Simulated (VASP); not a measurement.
MgS (Niningerite):

```
S Mg
1.0
     0.00000    2.60165    2.60165
     2.60165    0.00000    2.60165
     2.60165    2.60165    0.00000
S Mg
1 1
Cartesian
  2.6016 2.6016 2.6016
  0.0000 0.0000 0.0000
```

Program: VASP 6.6.1. Alike in all runs: no spin polarisation; cell as given; smearing gaussian 0.02 eV.

Q: Order these runs on this cell by their band gap on the k mesh, lowest first.
A. level LDA; potentials or basis VASP PAW LDA potentials, release 64 (S, Mg); k mesh 8 × 8 × 8; cutoff (eV) 520; mesh quality not flagged
B. level r2SCAN; potentials or basis VASP PAW PBE potentials, release 64 (S, Mg); k mesh 8 × 8 × 8; cutoff (eV) 520; mesh quality not flagged
C. level TB-mBJ; potentials or basis VASP PAW PBE potentials, release 64 (S, Mg); k mesh 8 × 8 × 8; cutoff (eV) 520; mesh quality not flagged
D. level PBE; potentials or basis VASP PAW PBE potentials, release 64 (S_GW, Mg_GW); k mesh 8 × 8 × 8; cutoff (eV) 450; mesh quality not flagged
E. level PBE; potentials or basis VASP PAW PBE potentials, release 64 (S, Mg); k mesh 3 × 3 × 3; cutoff (eV) 520; mesh quality coarse

A: A (2.56 eV), D (2.77 eV), B (3.43 eV), E (3.67 eV), C (4.00 eV).

Caveats: some runs use coarse meshes; an odd mesh through Γ misses points on the zone boundary, where band edges often lie (some runs).

A k mesh can miss the band edges, odd and even meshes differently.
